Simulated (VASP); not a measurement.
Data:

```
Al3Sc
1.0
    3.86536     0.00000     0.00000
    0.00000     3.86536     0.00000
    0.00000     0.00000     3.86536
Sc Al
1 3
Cartesian
  0.00000   0.00000   0.00000
  0.00000   1.93268   1.93268
  1.93268   0.00000   1.93268
  1.93268   1.93268   0.00000
```

Method: PBEsol GGA, VASP's PBE PAW potentials (set 64) (plane waves; VASP). Run with 500 eV cut-off, 8×8×8 Γ-centred mesh, first-order Methfessel-Paxton smearing of 0.10 eV, potentials Sc_sv Al.

Energy and stress use the plane-wave basis of the starting cell.

### Question
The ions, cell shape and volume at an external pressure of 30.0 GPa are relaxed. Give the cell that the relaxation ends in.

### Answer

```
Al3Sc
1.0
    3.79390     0.00000     0.00000
    0.00000     3.79390     0.00000
    0.00000     0.00000     3.79390
Sc Al
1 3
Cartesian
  0.00000   0.00000   0.00000
  0.00000   1.89695   1.89695
  1.89695   0.00000   1.89695
  1.89695   1.89695   0.00000
```
Space group Pm-3m (221), at a tolerance of 0.03 Å.

### Question
How do energy and volume change from the first to the last step?

### Answer
The energy (σ→0) changes by +121.2 meV/atom and the volume by -5.4 %, in 4 ionic steps.

```csv
step,E(σ→0) (eV),max force (eV/Å),pressure (GPa),volume (Å³)
1,-20.2266,0.000,19.84,57.75
2,-18.7382,0.000,48.05,50.43
3,-19.7535,0.000,29.76,54.67
4,-19.7418,0.000,30.02,54.61
```

The compound is Al3Sc in the L1_2 structure. This run relaxes it under an external pressure of 30 GPa. Symmetry was kept, so distortions that lower it aren't found.
